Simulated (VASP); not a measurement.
# Ca2TeS with PBE: from relaxation to properties, part 4 of 4

Aim: relax Ca2TeS, then compute properties on the relaxed cell. The cell is invented: it takes the structure of COD entry 9000108, CdS (space group 216 there), with some of its atoms replaced by other elements, volume scaled by an estimate. It may not be a known or stable phase.

VASP 6.6.1, plane waves and PAW; the level of theory is named at each step.

So far, gap on the k-mesh (eV): 2.37 in steps 2, 3 and 6. The relaxed cell has a = 4.688, c = 23.621 Å (conventional setting).

**7. Field gradients at the nuclei (PBE)**

Level of this step: PBE; plane waves and PAW (Te, Ca_sv, S); invented cell (VASP).

Field gradients probe how far the charge around each nucleus departs from cubic symmetry; LASPH keeps the non-spherical terms inside the spheres.

The input, INCAR:

```
SYSTEM = Ca2TeS
PREC = Accurate
ENCUT = 400
EDIFF = 1E-07
NELM = 100
ISMEAR = 0
SIGMA = 0.05
LREAL = .FALSE.
ALGO = Normal
GGA = PE
NBANDS = 22
LORBIT = 11
LWAVE = .FALSE.
LCHARG = .FALSE.
KPAR = 2
LEFG = .TRUE.
LASPH = .TRUE.
```

The input, POSCAR:

```
Ca2TeS
1.0
    2.3441484068      1.3533946540      7.8738150273
   -2.3441484068      1.3533946540      7.8738150273
    0.0000000000     -2.7067893079      7.8738150273
Te Ca S
1 2 1
Direct
    0.6217341323      0.6217341323      0.6217341323
    0.4919858784      0.4919858784      0.4919858784
    0.0104183776      0.0104183776      0.0104183776
    0.1258616117      0.1258616117      0.1258616117
```

The input, KPOINTS:

```
Automatic mesh
0
Gamma
4 4 4
0 0 0
```

Potentials, in the order of the species: Te, Ca_sv and S (PBE family, release 64).

On the command line:

```
$ mpirun -np 2 vasp_std
```

Output:

```text
[... set-up lines as in an earlier step ...]
 entering main loop
       N       E                     dE             d eps       ncg     rms          rms(c)
DAV:   1     0.219371413702E+03    0.21937E+03   -0.12535E+04   596   0.104E+03
DAV:   2    -0.760458455092E+00   -0.22013E+03   -0.21095E+03   704   0.297E+02
DAV:   3    -0.176285347898E+02   -0.16868E+02   -0.16756E+02   960   0.662E+01
DAV:   4    -0.184700705515E+02   -0.84154E+00   -0.83997E+00   896   0.135E+01
DAV:   5    -0.184941379227E+02   -0.24067E-01   -0.24063E-01   832   0.207E+00    0.660E+00
DAV:   6    -0.176042643232E+02    0.88987E+00   -0.20921E+00   730   0.484E+00    0.456E+00
DAV:   7    -0.175337651007E+02    0.70499E-01   -0.59382E-01   826   0.312E+00    0.240E+00
DAV:   8    -0.175545695014E+02   -0.20804E-01   -0.11197E-01   752   0.192E+00    0.496E-01
DAV:   9    -0.175553233512E+02   -0.75385E-03   -0.12315E-02   738   0.558E-01    0.320E-01
DAV:  10    -0.175591411072E+02   -0.38178E-02   -0.65466E-03   736   0.365E-01    0.140E-01
DAV:  11    -0.175599072397E+02   -0.76613E-03   -0.15582E-03   712   0.180E-01    0.597E-02
DAV:  12    -0.175600503484E+02   -0.14311E-03   -0.22181E-04   716   0.790E-02    0.346E-02
DAV:  13    -0.175600861691E+02   -0.35821E-04   -0.82868E-05   740   0.478E-02    0.111E-02
DAV:  14    -0.175600909557E+02   -0.47866E-05   -0.11037E-05   810   0.154E-02    0.419E-03
DAV:  15    -0.175600919022E+02   -0.94645E-06   -0.29776E-06   668   0.837E-03    0.175E-03
DAV:  16    -0.175600920558E+02   -0.15360E-06   -0.39764E-07   714   0.240E-03    0.186E-03
DAV:  17    -0.175600920590E+02   -0.32146E-08   -0.48728E-08   484   0.112E-03
ion   1
     0.0000000    -0.0000000    -0.0000000    -0.1729172    -0.0000000     0.0000009
     0.0000585    -0.0000000    -0.0000000    -0.1729172    -0.0000000     0.0000009
     0.0000806    -0.0000000    -0.0000000    -0.1729172    -0.0000000     0.0000009
     0.0001110    -0.0000000    -0.0000000    -0.1729172    -0.0000000     0.0000009
     0.0001528    -0.0000000    -0.0000000    -0.1729172    -0.0000000     0.0000009

     0.0000000    -0.0000000     0.0000000   -60.4101070    -0.0000000     0.0001149
     0.0000585    -0.0000000     0.0000000   -60.3972657    -0.0000000     0.0001149
     0.0000806    -0.0000000     0.0000000   -60.3905639    -0.0000000     0.0001148
     0.0001110    -0.0000000     0.0000000   -60.3799804    -0.0000000     0.0001148
     0.0001528    -0.0000000     0.0000000   -60.3633401    -0.0000000     0.0001148

ion   2
     0.0000000    -0.0000000    -0.0000000    -0.0745477    -0.0000000     0.0000086
     0.0000398    -0.0000000    -0.0000000    -0.0745477    -0.0000000     0.0000086
     0.0000548    -0.0000000    -0.0000000    -0.0745477    -0.0000000     0.0000086
     0.0000754    -0.0000000    -0.0000000    -0.0745477    -0.0000000     0.0000086
     0.0001039    -0.0000000    -0.0000000    -0.0745477    -0.0000000     0.0000086

     0.0000000     0.0000000    -0.0000000    -7.7066994    -0.0000000     0.0001864
     0.0000398     0.0000000    -0.0000000    -7.7066518    -0.0000000     0.0001864
     0.0000548     0.0000000    -0.0000000    -7.7066238    -0.0000000     0.0001864
     0.0000754     0.0000000    -0.0000000    -7.7065775    -0.0000000     0.0001864
     0.0001039     0.0000000    -0.0000000    -7.7065019    -0.0000000     0.0001864

ion   3
     0.0000000    -0.0000000    -0.0000000    -0.0683944     0.0000000     0.0000086
     0.0000398    -0.0000000    -0.0000000    -0.0683944     0.0000000     0.0000086
     0.0000548    -0.0000000    -0.0000000    -0.0683944     0.0000000     0.0000086
     0.0000754    -0.0000000    -0.0000000    -0.0683944     0.0000000     0.0000086
     0.0001039    -0.0000000    -0.0000000    -0.0683944     0.0000000     0.0000086

     0.0000000     0.0000000    -0.0000000    13.0292919     0.0000000     0.0001857
     0.0000398     0.0000000    -0.0000000    13.0292167     0.0000000     0.0001857
     0.0000548     0.0000000    -0.0000000    13.0291725     0.0000000     0.0001857
     0.0000754     0.0000000    -0.0000000    13.0290999     0.0000000     0.0001857
     0.0001039     0.0000000    -0.0000000    13.0289814     0.0000000     0.0001857

ion   4
     0.0000000    -0.0000000     0.0000000     0.8862765     0.0000000     0.0000029
     0.0000369    -0.0000000     0.0000000     0.8862765     0.0000000     0.0000029
     0.0000508    -0.0000000     0.0000000     0.8862765     0.0000000     0.0000029
     0.0000700    -0.0000000     0.0000000     0.8862765     0.0000000     0.0000029
     0.0000964    -0.0000000     0.0000000     0.8862764     0.0000000     0.0000029

     0.0000000    -0.0000000     0.0000000    13.6623715     0.0000000     0.0000378
     0.0000369    -0.0000000     0.0000000    13.6623325     0.0000000     0.0000378
     0.0000508    -0.0000000     0.0000000    13.6623088     0.0000000     0.0000378
     0.0000700    -0.0000000     0.0000000    13.6622695     0.0000000     0.0000378
     0.0000964    -0.0000000     0.0000000    13.6622045     0.0000000     0.0000378

   1 F= -.17560092E+02 E0= -.17560092E+02  d E =-.824651E-18
```

Run time: 45 s. Hardware: 2 MPI ranks of Intel Xeon Platinum 8488C (Sapphire Rapids), shared host; peak memory 0.78 GiB; 88 s of CPU time.

From OUTCAR (step 7):

```text
   k-points           NKPTS =     13   k-points in BZ     NKDIM =     13   number of bands    NBANDS=     22

   NELECT =      32.0000    total number of electrons

 E-fermi :   1.3601

 k-point     1 :       0.0000    0.0000    0.0000
  band No.  band energies     occupation
    ...
     12      -0.2444      2.00000
     13      -0.2444      2.00000
     14       0.2179      2.00000
     15       1.0545      2.00000
     16       1.0545      2.00000
     17       3.4305      0.00000
     18       5.2729      0.00000
     19       5.5003      0.00000
     20       5.5003      0.00000
     21       5.5831      0.00000
    ...

  Total       -0.0232337     -0.0232337      0.0050321      0.0000000      0.0000000     -0.0000000
  in kB       -0.2483603     -0.2483603      0.0537914      0.0000000      0.0000000     -0.0000000
  external PRESSURE =      -0.1476431 kB  Pullay stress =       0.0000000 kB

 POSITION                                       TOTAL-FORCE (eV/Angst)
 -----------------------------------------------------------------------------------
      0.00000      0.00000     14.68626         0.000000     -0.000000     -0.001812
      0.00000      0.00000     11.62142         0.000000     -0.000000     -0.000286
      0.00000      0.00000      0.24610         0.000000     -0.000000     -0.007315
      0.00000      0.00000      2.97303         0.000000      0.000000      0.009412
 -----------------------------------------------------------------------------------
    total drift:                               -0.000000      0.000000     -0.000762

  FREE ENERGIE OF THE ION-ELECTRON SYSTEM (eV)
  ---------------------------------------------------
  free  energy   TOTEN  =       -17.5600920590 eV

  energy  without entropy=      -17.5600920590  energy(sigma->0) =      -17.56009206

 Electric field gradients after diagonalization (V/A^2)
 (convention: |V_zz| > |V_xx| > |V_yy|)
----------------------------------------------------------------------
 ion       V_xx      V_yy      V_zz     asymmetry (V_yy - V_xx)/ V_zz
----------------------------------------------------------------------
   1     -38.198   -38.198    76.396       0.000
   2      -4.993    -4.992     9.985       0.000
   3       8.334     8.334   -16.668       0.000
   4       8.458     8.458   -16.916       0.000
----------------------------------------------------------------------

[... 6 parts as in an earlier step ...]

[... 10 further parts left out ...]
```

Numbers from this step:

- SCF cycles: 17
- bands: 22
- irreducible k-points: 13
- Fermi energy: 1.360 eV
- pressure: -0.01476 GPa
- valence top at k: 0.5, 0.5, 0.5
- gap on the k-mesh: 2.367 eV
- least direct gap on the k-mesh: 2.376 eV

Electric field gradients, by row:

```csv
atom,Vxx (V/Å²),Vyy (V/Å²),Vzz (V/Å²),asymmetry
Te1,-38.2,-38.2,76.4,0
Ca2,-4.993,-4.992,9.985,0
Ca3,8.334,8.334,-16.67,0
S4,8.458,8.458,-16.92,0
```

The largest gradient, 76.40 V/Å², sits on Te1; the stable nuclei of Te have no quadrupole moment in their ground state, so NMR and NQR don't see it.

**8. A semilocal run for the hybrid's start**

A hybrid converges badly from random orbitals, so a cheap semilocal run writes a WAVECAR on the same mesh first.

The input, INCAR:

```
SYSTEM = Ca2TeS
PREC = Accurate
ENCUT = 400
EDIFF = 1E-05
NELM = 100
ISMEAR = 0
SIGMA = 0.05
LREAL = .FALSE.
ALGO = Normal
GGA = PE
NBANDS = 22
LORBIT = 11
LWAVE = .TRUE.
LCHARG = .FALSE.
KPAR = 2
```

POSCAR is that of step 7.

KPOINTS is that of step 7.

On the command line:

```
$ mpirun -np 2 vasp_std
```

Output:

```text
[... set-up lines as in an earlier step ...]
 entering main loop
       N       E                     dE             d eps       ncg     rms          rms(c)
[... 1 cycle as in an earlier step ...]
DAV:   2    -0.760458455065E+00   -0.22013E+03   -0.21095E+03   704   0.297E+02
DAV:   3    -0.176285347899E+02   -0.16868E+02   -0.16756E+02   960   0.662E+01
[... 2 cycles as in an earlier step ...]
DAV:   6    -0.176033920212E+02    0.89075E+00   -0.20911E+00   730   0.484E+00    0.456E+00
DAV:   7    -0.175328621603E+02    0.70530E-01   -0.59398E-01   826   0.312E+00    0.239E+00
DAV:   8    -0.175536505393E+02   -0.20788E-01   -0.11195E-01   752   0.192E+00    0.495E-01
DAV:   9    -0.175544031893E+02   -0.75265E-03   -0.12311E-02   738   0.558E-01    0.320E-01
DAV:  10    -0.175582179631E+02   -0.38148E-02   -0.65404E-03   736   0.365E-01    0.140E-01
DAV:  11    -0.175589851478E+02   -0.76718E-03   -0.15585E-03   712   0.180E-01    0.596E-02
DAV:  12    -0.175591299619E+02   -0.14481E-03   -0.22434E-04   716   0.793E-02    0.347E-02
DAV:  13    -0.175591649697E+02   -0.35008E-04   -0.80222E-05   564   0.477E-02    0.110E-02
DAV:  14    -0.175591700516E+02   -0.50819E-05   -0.10825E-05   578   0.176E-02
   1 F= -.17559170E+02 E0= -.17559170E+02  d E =-.825969E-18
 writing wavefunctions
```

Wall time 37 s (2 MPI ranks); peak memory 0.77 GiB; 72 s of CPU time.

Parts of OUTCAR (step 8):

```text
   NELECT =      32.0000    total number of electrons

 E-fermi :   1.3602

 k-point     1 :       0.0000    0.0000    0.0000
  band No.  band energies     occupation
    ...
     12      -0.2437      2.00000
     13      -0.2437      2.00000
     14       0.2183      2.00000
     15       1.0546      2.00000
     16       1.0546      2.00000
     17       3.4300      0.00000
     18       5.2726      0.00000
     19       5.5000      0.00000
     20       5.5000      0.00000
     21       5.5824      0.00000
    ...

  Total       -0.0267140     -0.0267140     -0.0001620      0.0000000     -0.0000000      0.0000000
  in kB       -0.2855639     -0.2855639     -0.0017322      0.0000000     -0.0000000      0.0000000
  external PRESSURE =      -0.1909533 kB  Pullay stress =       0.0000000 kB

 POSITION                                       TOTAL-FORCE (eV/Angst)
 -----------------------------------------------------------------------------------
      0.00000      0.00000     14.68626         0.000000     -0.000000     -0.001929
      0.00000      0.00000     11.62142         0.000000      0.000000      0.000874
      0.00000      0.00000      0.24610         0.000000     -0.000000     -0.008353
      0.00000      0.00000      2.97303         0.000000      0.000000      0.009408
 -----------------------------------------------------------------------------------
    total drift:                               -0.000000      0.000000     -0.000910

  FREE ENERGIE OF THE ION-ELECTRON SYSTEM (eV)
  ---------------------------------------------------
  free  energy   TOTEN  =       -17.5591700516 eV

  energy  without entropy=      -17.5591700516  energy(sigma->0) =      -17.55917005

[... 8 parts as in an earlier step ...]

[... 9 further parts left out ...]
```

This step gave:

```
SCF cycles                     : 14
pressure                       : -0.01910 GPa
gap on the k-mesh              : 2.366 eV
least direct gap on the k-mesh : 2.375 eV
```

The run ends at a pressure of -0.02 GPa, with forces up to 0.0094 eV/Å.

**9. Bands along the symmetry lines (HSE06)**

This step: HSE06; plane waves and PAW (Te, Ca_sv, S); invented cell (VASP 6.6.1).

HSE06 mixes in a quarter of exact exchange at short range, at far higher cost; in semiconductors this cures much of the gap error, while metals seldom gain.

The input, INCAR:

```
SYSTEM = Ca2TeS
PREC = Accurate
ENCUT = 400
EDIFF = 1E-06
NELM = 100
ISMEAR = 0
SIGMA = 0.05
LREAL = .FALSE.
ALGO = Normal
LHFCALC = .TRUE.
AEXX = 0.25
GGA = PE
HFSCREEN = 0.2
LASPH = .TRUE.
NBANDS = 22
PRECFOCK = Fast
LORBIT = 11
LWAVE = .FALSE.
LCHARG = .FALSE.
KPAR = 2
```

POSCAR is that of step 8.

KPOINTS is that of step 8.

The input, KPOINTS_OPT:

```
Line mode
6
Line-mode
Reciprocal
  0.00000000   0.00000000   0.00000000 GAMMA
  0.50000000   0.00000000   0.00000000 L

  0.50000000   0.00000000   0.00000000 L
  0.50000000   0.18636308  -0.18636308 B1

  0.81363692   0.50000000   0.18636308 B
  0.50000000   0.50000000   0.50000000 Z

  0.50000000   0.50000000   0.50000000 Z
  0.00000000   0.00000000   0.00000000 GAMMA

  0.00000000   0.00000000   0.00000000 GAMMA
  0.34318154   0.00000000  -0.34318154 X

  0.65681846   0.34318154   0.00000000 Q
  0.50000000   0.50000000   0.00000000 F

  0.50000000   0.50000000   0.00000000 F
  0.65681846   0.65681846   0.18636308 P1

  0.65681846   0.65681846   0.18636308 P1
  0.50000000   0.50000000   0.50000000 Z

  0.50000000   0.00000000   0.00000000 L
  0.81363692   0.34318154   0.34318154 P
```

The WAVECAR or CHGCAR of an earlier step is read.

On the command line:

```
$ mpirun -np 2 vasp_std
```

Output:

```text
[banner, memory and clock lines left out]
running    2 mpi-ranks, on    1 nodes
[...]
LDA part: xc-table for (Slater+PW92), standard interpolation
 found WAVECAR, reading the header
 POSCAR, INCAR and KPOINTS ok, starting setup
[...]
reading WAVECAR
 the WAVECAR file was read successfully
 initial charge from wavefunction
 entering main loop
       N       E                     dE             d eps       ncg     rms          rms(c)
DAV:   1    -0.198997924617E+02   -0.19900E+02   -0.15830E+00   644   0.636E+00    0.103E+01
DAV:   2    -0.199118185472E+02   -0.12026E-01   -0.54805E-02   808   0.148E+00    0.636E+00
DAV:   3    -0.199065683387E+02    0.52502E-02   -0.61459E-03   724   0.554E-01    0.382E+00
DAV:   4    -0.199052978199E+02    0.12705E-02   -0.40232E-03   868   0.324E-01    0.230E+00
[...]
DAV:   8    -0.199049661505E+02    0.86327E-05   -0.11336E-05   600   0.193E-02    0.279E-01
DAV:   9    -0.199049640772E+02    0.20733E-05   -0.49140E-06   642   0.137E-02    0.164E-01
DAV:  10    -0.199049638326E+02    0.24460E-06   -0.19248E-06   584   0.899E-03
   1 F= -.19904964E+02 E0= -.19904964E+02  d E =-.889021E-21
 Start KPOINTS_OPT (optional k-point list driver)
k-point batch [1-13\54]
       N       E                     dE             ncg
DAV:   1    -0.280446249805E+04   -0.10524E+05      588
DAV:   2    -0.599266892131E+04   -0.31882E+04      658
DAV:   3    -0.630052169305E+04   -0.30785E+03      900
DAV:   4    -0.632218418185E+04   -0.21662E+02      924
[...]
DAV:   8    -0.632326797299E+04   -0.45658E-04      864
DAV:   9    -0.632326797481E+04   -0.18199E-05      496
DAV:  10    -0.632326797497E+04   -0.15669E-06      460
k-point batch [14-26\54]
       N       E                     dE             ncg
DAV:   1    -0.261153882732E+04   -0.54759E+04      580
DAV:   2    -0.595308793481E+04   -0.33415E+04      646
DAV:   3    -0.627790565531E+04   -0.32482E+03      918
DAV:   4    -0.629980097834E+04   -0.21895E+02      900
DAV:   5    -0.630087843024E+04   -0.10775E+01      898
DAV:   6    -0.630091275291E+04   -0.34323E-01      874
DAV:   7    -0.630091405740E+04   -0.13045E-02      886
```

The job ended after 70 min (2 MPI ranks).

The run was cut off at its time limit.

The self-consistent loop had finished, and the limit fell in the path of KPOINTS_OPT; fewer path points or more time would be the way on.

**10. What came out**

```json
{
  "relaxed volume": "37.47 Å³/atom",
  "relaxed conventional cell a, b, c": "4.688, 4.688, 23.621 Å; angles 90.0, 90.0, 120.0°",
  "space group after relaxing, within 0.02 Å": "R3m (No. 160)",
  "band gap": "2.37 eV, indirect (least direct gap of that run 2.38 eV)",
  "gap among the points of the DOS mesh alone, an upper bound": "2.37 eV",
  "largest field gradient Vzz": "76.40 V/Å² on Te1"
}
```

In words: With PBE, Ca2TeS relaxes to 37.47 Å³/atom in space group R3m (held by the symmetry of the run) and has an indirect gap of 2.37 eV. Not obtained: bands along the symmetry lines (HSE06), because the run hit its time limit. Bands along the symmetry lines (PBE): On this path the gap is nearly direct (within 0.01 eV), 2.37 eV, with the valence top at Z and the conduction bottom at Γ. Spin-orbit coupling is left out, and with elements this heavy it would split and shift bands near the edges, and it can change the kind of a small gap. No search among competing phases was made. All values are for a static lattice at zero temperature.

[Lines on the potential files, build, host, timing and source positions are cut from VASP's logs without a mark.]

[Logs are printed without paths, hosts, clocks, repeated set-up lines and the standing remarks that a program may print on its own settings, such as how far it seeks lower states.]

[Hosts, paths, dates, database ids (printed as entryN), source tags and the programs' standing remarks are cut or masked in the printed files.]

[A measured line is paired with the nearest computed mode of its activity, which favours agreement.]
